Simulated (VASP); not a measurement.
# Bi7Sb (R3m) in VASP: notebook

One crystal, Bi7Sb, is run at these levels: PBE+D3(BJ); tasks: relaxation of cell and atoms.

All numbers are computed with VASP 6.6.1; they aren't measurements. Logs are shortened: lines on timing, memory, paths and dates and some standing lists are left out, and cuts for length are marked.

**1. The structure**

It takes space group R3m (No. 160, trigonal). The conventional cell has a = 9.015 Å, b = 9.015 Å, c = 11.742 Å, α = 90.00°, β = 90.00°, γ = 120.00°. Sb (site symmetry 3m) is surrounded by 6 Bi at 3.05 to 3.49 Å. Around Bi (site symmetry m) lie 6 Bi at 3.05 to 3.49 Å. Bi (site symmetry 3m) has 6 Bi at 3.05 to 3.49 Å as nearest neighbours. Around Bi (site symmetry m) lie 4 Bi at 3.05 to 3.49 Å and 2 Sb at 3.05 to 3.49 Å.

The cell was built by a generator and needn't be a form met in nature.

**2. Relaxation of cell and atoms, PBE+D3(BJ)**

The input, INCAR:

```
SYSTEM = Bi7Sb
PREC = Accurate ; ENCUT = 600
EDIFF = 1E-6 ; ISMEAR = 0
SIGMA = 0.03 ; LREAL = .FALSE.
LASPH = .TRUE. ; NELM = 80
ALGO = Normal ; ISIF = 3
LWAVE = .FALSE. ; LCHARG = .FALSE.
GGA = PE ; IVDW = 12
IBRION = 2 ; NSW = 90
EDIFFG = -0.01 ; KPAR = 4
```

The input, KPOINTS:

```
regular mesh
0
G
  6 6 4
  0 0 0
```

The input, POSCAR:

```
Bi7Sb
1.0
    9.0149569400      0.0000000000      0.0000000000
    4.5074784700     -7.8071817200      0.0000000000
    4.5074784700     -2.6023939100     -7.8282029600
Sb Bi
2 14
Direct
    0.1170000000      0.6170000000      0.1490000000
    0.6170000000      0.1170000000      0.6490000000
    0.1170000000      0.1170000000      0.1490000000
    0.1170000000      0.6170000000      0.6490000000
    0.1170000000      0.1170000000      0.6490000000
    0.6170000000      0.6170000000      0.1490000000
    0.6170000000      0.1170000000      0.1490000000
    0.6170000000      0.6170000000      0.6490000000
    0.3830000000      0.8830000000      0.3510000000
    0.3830000000      0.3830000000      0.3510000000
    0.3830000000      0.8830000000      0.8510000000
    0.3830000000      0.3830000000      0.8510000000
    0.8830000000      0.8830000000      0.3510000000
    0.8830000000      0.3830000000      0.3510000000
    0.8830000000      0.8830000000      0.8510000000
    0.8830000000      0.3830000000      0.8510000000
```

Potentials or basis: VASP PAW PBE potentials, release 64 (Sb, Bi_d).

Command:

```
cat potpaw_PBE.64/Sb/POTCAR potpaw_PBE.64/Bi_d/POTCAR > POTCAR
mpirun -np 4 vasp_std > vasp.out
```

OUTCAR:

```text
SYSTEM = Bi7Sb
   PREC = Accurate
   ENCUT = 600
   EDIFF = 1E-6
   ISMEAR = 0
   LREAL = .FALSE.
   LASPH = .TRUE.
   NELM = 80
   ISIF = 3
   GGA = PE
   IVDW = 12
   IBRION = 2
   NSW = 90
   EDIFFG = -0.01
 IVDW          = 12

 ion  position               nearest neighbor table
   1  0.117  0.617  0.149-  13 3.05  14 3.05  10 3.05  15 3.49  11 3.49  12 3.49
   2  0.617  0.117  0.649-  12 3.05  11 3.05  15 3.05  10 3.49  14 3.49  13 3.49
   3  0.117  0.117  0.149-  14 3.05  13 3.05   9 3.05  16 3.49  12 3.49  11 3.49
   4  0.117  0.617  0.649-  15 3.05  16 3.05  12 3.05  13 3.49   9 3.49  10 3.49
   5  0.117  0.117  0.649-  16 3.05  15 3.05  11 3.05  14 3.49  10 3.49   9 3.49
   6  0.617  0.617  0.149-   9 3.05  10 3.05  14 3.05  11 3.49  15 3.49  16 3.49
[... 8 lines left out ...]
  15  0.883  0.883  0.851-   4 3.05   5 3.05   2 3.05   1 3.49   6 3.49   7 3.49
  16  0.883  0.383  0.851-   5 3.05   4 3.05   8 3.05   3 3.49   7 3.49   6 3.49
[... 7 lines left out ...]
 A1 = (  -4.5074784700,  -2.6023939100,  -7.8282029600)
 A2 = (   0.0000000000,   5.2047878100,  -7.8282029600)
 A3 = (   4.5074784700,  -2.6023939100,  -7.8282029600)

Analysis of symmetry for initial positions (statically):
=====================================================================
 Subroutine PRICEL returns following result:

  LATTYP: Found a trigonal (rhomboedric) cell.
 ALAT       =     6.5122965684
 COS(alpha) =     0.0418599866

  Lattice vectors:

 A1 = (   0.0000000000,  -5.2047878150,  -3.9141014800)
 A2 = (  -4.5074784700,   2.6023939050,  -3.9141014800)
 A3 = (   4.5074784700,   2.6023939050,  -3.9141014800)

   2 primitive cells build up your supercell.

 Routine SETGRP: Setting up the symmetry group for a
 trigonal (rhombohedral) supercell.

 Subroutine GETGRP returns: Found  6 space group operations
 (whereof  2 operations were pure point group operations)
 out of a pool of 12 trial point group operations.

The static configuration has the point symmetry C_1h.
 The point group associated with its full space group is C_3v.

Analysis of symmetry for dynamics (positions and initial velocities):
=====================================================================
 Subroutine PRICEL returns following result:

  LATTYP: Found a trigonal (rhomboedric) cell.
 ALAT       =     6.5122965684
 COS(alpha) =     0.0418599866

  Lattice vectors:

 A1 = (   0.0000000000,  -5.2047878150,  -3.9141014800)
 A2 = (  -4.5074784700,   2.6023939050,  -3.9141014800)
 A3 = (   4.5074784700,   2.6023939050,  -3.9141014800)

   2 primitive cells build up your supercell.

 Routine SETGRP: Setting up the symmetry group for a
[... 139 lines left out ...]
   ENCUT  =  600.0 eV  44.10 Ry    6.64 a.u.  18.01 18.01 18.78*2*pi/ulx,y,z
   NELM   =     80;   NELMIN=  2; NELMDL= -5     # of ELM steps
   EDIFF  = 0.1E-05   stopping-criterion for ELM
   LREAL  =      F    real-space projection
   EDIFFG = -.1E-01   stopping-criterion for IOM
   NSW    =     90    number of steps for IOM
   IBRION =      2    ionic relax: 0-MD 1-quasi-New 2-CG
   NFREE  =      1    steps in history (QN), initial steepest desc. (CG)
   ISIF   =      3    stress and relaxation
   ISYM   =      2    0-nonsym 1-usesym 2-fastsym
   POTIM  = 0.5000    time-step for ionic-motion
   TEBEG  =    0.0;   TEEND  =   0.0 temperature during run
   PSTRESS=    0.0 pullay stress
   NELECT =     220.0000    total number of electrons
   NUPDOWN=      -1.0000    fix difference up-down
   EMIN   =  10.00;   EMAX   =-10.00  energy-range for DOS
   EFERMI =   0.00;   METHOD = LEGACY
   ISMEAR =     0;   SIGMA  =   0.03  broadening in eV -4-tet -1-fermi 0-gaus
   EFERMI_NEDOS =   21; number of points for ismear=-14 and -15
   IALGO  =     38    algorithm
   IMIX   =      4    mixing-type and parameters
     AMIX     =   0.40;   BMIX     =  1.00
     AMIX_MAG =   1.60;   BMIX_MAG =  1.00
  volume/ion in A,a.u.               =      34.43       232.38
  Fermi-wavevector in a.u.,A,eV,Ry     =   1.205524  2.278109 19.773172  1.453287
  Thomas-Fermi vector in A             =   2.341217
   LORBIT       =      0    0 simple, 1 ext, 2 COOP (PROOUT), +10 PAW based schemes
   GGA     = PE    functional components
   LHFCALC =     F    Hartree Fock is set to
   AEXX    =    0.0000 exact exchange contribution
   IVDW    =    12    specifies the selected vdW correction
   LEPSILON=     F    determine dielectric tensor
   LRPA    =     F    only Hartree local field effects (RPA)
 conjugate gradient relaxation of ions
 non-spin polarized calculation
 Gauss-broadening in eV      SIGMA  =   0.03
  energy-cutoff  :      600.00
  volume of cell :      550.96
 maximum number of plane-waves:     18426
   NGX = 37   NGY = 37   NGZ = 37

--------------------------------------- Ionic step        1  -------------------------------------------

 number of electron     220.0000027 magnetization

 Free energy of the ion-electron system (eV)
  ---------------------------------------------------
  ext. energy  EPLUGINS =         0.00000000
  ---------------------------------------------------
  free energy    TOTEN  =       -62.44154073 eV

  energy without entropy =      -62.44071033  energy(sigma->0) =      -62.44112553

------------------------ aborting loop because EDIFF is reached ----------------------------------------

 Edisp (eV)   -7.31831

 E8    (eV) :    -3.6105
[... 147 lines left out ...]
  FREE ENERGIE OF THE ION-ELECTRON SYSTEM (eV)
  ---------------------------------------------------
  free  energy   TOTEN  =       -69.8184935410 eV

  energy  without entropy=      -69.8178624669  energy(sigma->0) =      -69.81817800

[... ionic steps 4 to 7 ...]

--------------------------------------- Ionic step        8  -------------------------------------------

 number of electron     220.0000016 magnetization

------------------------ aborting loop because EDIFF is reached ----------------------------------------
[... 103 lines left out ...]
--------------------------------------- Ionic step       10  -------------------------------------------

 number of electron     220.0000017 magnetization

 Free energy of the ion-electron system (eV)
  ---------------------------------------------------
  ext. energy  EPLUGINS =         0.00000000
  ---------------------------------------------------
  free energy    TOTEN  =       -62.44790431 eV

  energy without entropy =      -62.44714232  energy(sigma->0) =      -62.44752331

 E-fermi :   6.5663     XC(G=0):  -9.6088

 val. band max:        6.5453247524   @ k =   0.5000  -0.0000   0.2500
 cond. band min:       6.5720516525   @ k =  -0.3333  -0.3333   0.2500
 fundamental gap:      0.0267269001
 Fermi energy:         6.5662764275

 k-point     1 :       0.0000    0.0000    0.0000
  band No.  band energies     occupation
      1     -16.3934      2.00000
      2     -16.3934      2.00000
      3     -16.3899      2.00000
      4     -16.3196      2.00000
      5     -16.3196      2.00000
      6     -16.2754      2.00000
[... 2989 lines left out ...]
    121       9.1213      0.00000
    122       9.2095      0.00000

 [... further k-points ...]

 [bands above 122 left out]

------------------------ aborting loop because EDIFF is reached ----------------------------------------

 Edisp (eV)   -7.39973

 E8    (eV) :    -3.6501
[... 39 lines left out ...]
  FREE ENERGIE OF THE ION-ELECTRON SYSTEM (eV)
  ---------------------------------------------------
  free  energy   TOTEN  =       -69.8476352675 eV

  energy  without entropy=      -69.8468732765  energy(sigma->0) =      -69.84725427

 reached required accuracy - stopping structural energy minimisation
```

OSZICAR:

```text
N       E                     dE             d eps       ncg     rms          rms(c)
DAV:   1     0.311228124095E+04    0.31123E+04   -0.11448E+05 10608   0.214E+03
DAV:   2     0.440345810081E+03   -0.26719E+04   -0.26265E+04 10560   0.615E+02
DAV:   3    -0.205457556661E+02   -0.46089E+03   -0.44248E+03 11728   0.249E+02
[... 99 lines left out ...]
DAV:   1    -0.624475686238E+02    0.65259E-03   -0.11039E-01 11116   0.874E-01    0.318E-02
DAV:   2    -0.624479224526E+02   -0.35383E-03   -0.35705E-03 14692   0.249E-01    0.203E-02
DAV:   3    -0.624479140668E+02    0.83858E-05   -0.47267E-05 12896   0.303E-02    0.136E-02
DAV:   4    -0.624479048439E+02    0.92229E-05   -0.21468E-05 13156   0.254E-02    0.311E-03
DAV:   5    -0.624479043097E+02    0.53420E-06   -0.12738E-06  6000   0.592E-03
  10 F= -.69847635E+02 E0= -.69847254E+02  d E =-.325516E-03
```

CONTCAR:

```text
Bi7Sb
   1.00000000000000
     9.0177669716700795    0.0000000000000000    0.0000000000000000
     4.5088834858350397   -7.8096152788085957    0.0000000000380219
     4.5088834858350397   -2.6032050962323439   -7.7388773888873841
  Sb              Bi
     2    14
Direct
     0.1169653890620925    0.6169653890620930    0.1491038328137152
     0.6169653890620925    0.1169653890620928    0.6491038328137152
     0.1186014180974423    0.1190221473884704    0.1433542871256129
     0.1190221473884674    0.6190221473884703    0.6433542871256128
     0.1190221473884674    0.1186014180974452    0.6433542871256129
     0.6190221473884674    0.6186014180974453    0.1433542871256128
[... 8 lines left out ...]
     0.8776631509211672    0.8837103270099106    0.8549161950590188
     0.8813050931225401    0.3813050931225375    0.8560847206323893

  0.00000000E+00  0.00000000E+00  0.00000000E+00
  0.00000000E+00  0.00000000E+00  0.00000000E+00
  0.00000000E+00  0.00000000E+00  0.00000000E+00
  0.00000000E+00  0.00000000E+00  0.00000000E+00
  0.00000000E+00  0.00000000E+00  0.00000000E+00
  0.00000000E+00  0.00000000E+00  0.00000000E+00
[... 8 lines left out ...]
  0.00000000E+00  0.00000000E+00  0.00000000E+00
  0.00000000E+00  0.00000000E+00  0.00000000E+00
```

It took 1.7 h on 4 MPI ranks of Intel Xeon 6975P-C (Granite Rapids), shared host; peak memory 2.5 GiB.

What came out:

| Quantity | Value |
| --- | --- |
| Free energy | -69.8476 eV |
| Relaxed volume | 34.06 Å³/atom |
| Relaxed cell | a = 9.018 Å, b = 9.018 Å, c = 9.327 Å, α = 61.09°, β = 61.09°, γ = 60.00° |
| Space group after relaxing (to 0.05 Å) | R3m (No. 160) |
| Energy gained by relaxing | 5.5 meV/atom |
| Ionic steps | 10 |
| Pressure after relaxing | 0.0 GPa |
| Largest force after relaxing | 0.009 eV/Å |
| Band gap on the k mesh | none (metal or under the smearing width) |
| Dispersion energy per atom | -0.462 eV |

Forces in eV/Å, atoms in the order of the input:
```
Sb   0.000  0.000  0.001
Sb   0.000  0.000  0.001
Bi  -0.006 -0.004 -0.006
Bi   0.006 -0.004 -0.006
Bi   0.000  0.007 -0.006
Bi   0.000  0.007 -0.006
Bi   0.006 -0.004 -0.006
Bi  -0.006 -0.004 -0.006
Bi   0.000  0.000  0.009
Bi  -0.006 -0.004  0.003
Bi   0.006 -0.004  0.003
Bi   0.000  0.007  0.003
Bi   0.000  0.007  0.003
Bi   0.006 -0.004  0.003
Bi  -0.006 -0.004  0.003
Bi   0.000  0.000  0.009
```

The path:
| step | energy change (eV) | largest force (eV/Å) | pressure (GPa) | volume (Å³) |
| --- | --- | --- | --- | --- |
| 1 | 0.0000 | 0.3223 | 0.14 | 550.96 |
| 2 | -0.0473 | 0.1608 | -0.32 | 553.39 |
| 3 | -0.0586 | 0.0812 | -0.66 | 555.35 |
| 4 | -0.0832 | 0.0250 | -0.06 | 547.06 |
| 5 | -0.0834 | 0.0369 | 0.01 | 546.19 |
| 6 | -0.0851 | 0.0357 | 0.00 | 545.94 |
| 7 | -0.0873 | 0.0330 | 0.00 | 545.32 |
| 8 | -0.0875 | 0.0319 | 0.00 | 545.07 |
| 9 | -0.0877 | 0.0177 | -0.01 | 545.04 |
| 10 | -0.0878 | 0.0092 | -0.03 | 545.01 |

Final structure:
```
Sb Bi
1.0
     9.01777    0.00000    0.00000
     4.50888   -7.80962    0.00000
     4.50888   -2.60321   -7.73888
Sb Bi
2 14
Direct
  0.11697 0.61697 0.14910
  0.61697 0.11697 0.64910
  0.11860 0.11902 0.14335
  0.11902 0.61902 0.64335
  0.11902 0.11860 0.64335
  0.61902 0.61860 0.14335
  0.61902 0.11902 0.14335
  0.61860 0.61902 0.64335
  0.38131 0.88131 0.35608
  0.37766 0.38371 0.35492
  0.38371 0.88371 0.85492
  0.38371 0.37766 0.85492
  0.88371 0.87766 0.35492
  0.88371 0.38371 0.35492
  0.87766 0.88371 0.85492
  0.88131 0.38131 0.85608
```

Caveat: spin-orbit coupling is left out, which moves the levels of the heavy elements; pairwise dispersion overbinds metals, which lowers pressure and volume.

**3. Relaxation of cell and atoms, PBE+D3(BJ)**

This run uses another cell than the first one, of 34.06 Å³/atom, 0.989 times its volume.

The input, INCAR:

```
SYSTEM = Bi7Sb
PREC = Accurate ; ENCUT = 600
EDIFF = 1E-7 ; ISMEAR = 0
SIGMA = 0.03 ; LREAL = .FALSE.
LASPH = .TRUE. ; NELM = 80
ALGO = Normal ; ISIF = 3
LWAVE = .FALSE. ; LCHARG = .FALSE.
GGA = PE ; IVDW = 12
IBRION = 2 ; NSW = 90
EDIFFG = -0.005 ; KPAR = 4
```

KPOINTS is that of step 2.

The input, POSCAR:

```
Bi7Sb                                   
1.0
    9.0177669717      0.0000000000      0.0000000000
    4.5088834858     -7.8096152788      0.0000000000
    4.5088834858     -2.6032050962     -7.7388773889
  Sb              Bi            
     2    14
Direct
     0.1169653890620925    0.6169653890620930    0.1491038328137152
     0.6169653890620925    0.1169653890620928    0.6491038328137152
     0.1186014180974423    0.1190221473884704    0.1433542871256129
     0.1190221473884674    0.6190221473884703    0.6433542871256128
     0.1190221473884674    0.1186014180974452    0.6433542871256129
     0.6190221473884674    0.6186014180974453    0.1433542871256128
     0.6190221473884674    0.1190221473884704    0.1433542871256129
     0.6186014180974422    0.6190221473884703    0.6433542871256128
     0.3813050931225403    0.8813050931225377    0.3560847206323891
     0.3776631509211672    0.3837103270099106    0.3549161950590187
     0.3837103270099106    0.8837103270099106    0.8549161950590188
     0.3837103270099123    0.3776631509211625    0.8549161950590201
     0.8837103270099123    0.8776631509211625    0.3549161950590199
     0.8837103270099107    0.3837103270099106    0.3549161950590187
     0.8776631509211672    0.8837103270099106    0.8549161950590188
     0.8813050931225401    0.3813050931225375    0.8560847206323893
```

Potentials or basis: VASP PAW PBE potentials, release 64 (Sb, Bi_d).

Command:

```
cat potpaw_PBE.64/Sb/POTCAR potpaw_PBE.64/Bi_d/POTCAR > POTCAR
mpirun -np 4 vasp_std > vasp.out
```

Run time: 1.8 h. Hardware: 4 MPI ranks of Intel Xeon 6975P-C (Granite Rapids), shared host; peak memory 2.5 GiB.

Results (log left out):

| Quantity | Value |
| --- | --- |
| Free energy | -69.8476 eV |
| Relaxed volume | 34.04 Å³/atom |
| Relaxed cell | a = 9.015 Å, b = 9.015 Å, c = 9.325 Å, α = 61.09°, β = 61.09°, γ = 60.00° |
| Space group after relaxing (to 0.05 Å) | R3m (No. 160) |
| Energy gained by relaxing | 0.0 meV/atom |
| Ionic steps | 11 |
| Pressure after relaxing | 0.0 GPa |
| Largest force after relaxing | 0.004 eV/Å |
| Band gap on the k mesh | none (metal or under the smearing width) |
| Dispersion energy per atom | -0.463 eV |

Forces in eV/Å, atoms in the order of the input:
```
Sb   0.000  0.000  0.003
Sb   0.000  0.000  0.003
Bi   0.000  0.000  0.002
Bi   0.000  0.000  0.002
Bi   0.000  0.000  0.002
Bi   0.000  0.000  0.002
Bi   0.000  0.000  0.002
Bi   0.000  0.000  0.002
Bi   0.000  0.000  0.001
Bi   0.002  0.001 -0.003
Bi  -0.002  0.001 -0.003
Bi   0.000 -0.002 -0.003
Bi   0.000 -0.002 -0.003
Bi  -0.002  0.001 -0.003
Bi   0.002  0.001 -0.003
Bi   0.000  0.000  0.001
```

The path:
```
step  energy change (eV)  largest force (eV/Å)  pressure (GPa)  volume (Å³)
   1              0.0000                0.0094           -0.03       545.01
   2             -0.0001                0.0072            0.02       544.50
   3             -0.0001                0.0076            0.01       544.61
   4             -0.0001                0.0066            0.01       544.62
   5             -0.0002                0.0075            0.01       544.67
   6             -0.0004                0.0101            0.00       544.77
   7             -0.0005                0.0154           -0.01       544.97
   8             -0.0005                0.0133           -0.01       544.89
   9             -0.0005                0.0112            0.00       544.83
  10             -0.0007                0.0054            0.01       544.65
  11             -0.0007                0.0037            0.02       544.57
```

Final structure:
```cif
data_structure
_symmetry_space_group_name_H-M 'P 1'
_symmetry_Int_Tables_number 1
_cell_length_a 9.0154
_cell_length_b 9.0154
_cell_length_c 9.3245
_cell_angle_alpha 61.091
_cell_angle_beta 61.091
_cell_angle_gamma 60.000
_cell_volume 544.57
loop_
_atom_site_label
_atom_site_type_symbol
_atom_site_fract_x
_atom_site_fract_y
_atom_site_fract_z
_atom_site_occupancy
Sb1 Sb 0.11736 0.61736 0.14792 1
Sb2 Sb 0.61736 0.11736 0.64792 1
Bi1 Bi 0.11706 0.11956 0.14383 1
Bi2 Bi 0.11956 0.61956 0.64383 1
Bi3 Bi 0.11956 0.11706 0.64383 1
Bi4 Bi 0.61956 0.61706 0.14383 1
Bi5 Bi 0.61956 0.11956 0.14383 1
Bi6 Bi 0.61706 0.61956 0.64383 1
Bi7 Bi 0.38179 0.88179 0.35463 1
Bi8 Bi 0.37623 0.38422 0.35532 1
Bi9 Bi 0.38422 0.88422 0.85532 1
Bi10 Bi 0.38422 0.37623 0.85532 1
Bi11 Bi 0.88422 0.87623 0.35532 1
Bi12 Bi 0.88422 0.38422 0.35532 1
Bi13 Bi 0.87623 0.88422 0.85532 1
Bi14 Bi 0.88179 0.38179 0.85463 1
```

Levels at points of the mesh, in eV from the Fermi level:
| k point | band 107 | band 108 | band 109 | band 110 | band 111 | band 112 | band 113 | band 114 |
| --- | --- | --- | --- | --- | --- | --- | --- | --- |
| (0.00, 0.00, 0.00) | -0.55 | -0.32 | -0.30 | -0.30 | -0.20 | -0.20 | 0.03 | 0.37 |
| (0.50, 0.00, 0.00) | -1.22 | -1.22 | -1.01 | -1.01 | 1.24 | 1.24 | 1.68 | 1.68 |
| (0.50, 0.50, 0.00) | -0.90 | -0.81 | -0.33 | -0.22 | 0.65 | 0.73 | 0.93 | 0.97 |
| (0.00, 0.00, 0.50) | -1.05 | -1.05 | -1.05 | -1.05 | 1.56 | 1.56 | 1.73 | 1.73 |

Caveat: spin-orbit coupling is left out, which moves the levels of the heavy elements; pairwise dispersion overbinds metals, which lowers pressure and volume.
